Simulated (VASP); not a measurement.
## NiAl (CsCl type): computed properties

Level of theory: PBEsol GGA, VASP's PBE PAW potentials (set 64) (plane waves; VASP).

- space group = Pm-3m (221)
- cell = a = 2.8628 Å, b = 2.8628 Å, c = 2.8628 Å, α = 90.00°, β = 90.00°, γ = 90.00°
- volume per atom = 11.73 Å³/atom
- band gap (over mesh and band path) = none (metal, semimetal or under 0.01 eV)
- Hill bulk modulus = 173 GPa
- Hill shear modulus = 69.2 GPa
- Poisson's ratio = 0.323
- band gap with spin-orbit coupling = none (metallic)
- density = 6.06 g/cm³
- optical Γ-point spectrum = 304 (×3) cm⁻¹
- C11 = 213 GPa
- C12 = 152 GPa
- C44 = 119 GPa

```
AlNi
1.0
    2.86280     0.00000     0.00000
    0.00000     2.86280     0.00000
    0.00000     0.00000     2.86280
Al Ni
1 1
Direct
  0.50000   0.50000   0.50000
  0.00000   0.00000   0.00000
```

Measured: a 2.882 Å at 0 K (computed value off by -0.7 %), as given by H. Levämäki et al., Physical Review B (2014), arXiv:1402.3671 [extrapolated to 0 K, zero-point anharmonic expansion removed (Haas, Tran, Blaha 2009)]. Finite-difference elastic constants of metals are sensitive to mesh and smearing; shear constants can be off by tens of GPa.

The compound is NiAl in the CsCl type structure. It was relaxed first. Symmetry was kept, so distortions that lower it aren't found. The run is not spin-polarised, so no magnetic state was tried. The electron count is odd and the run is not spin-polarised, which forces a metal.
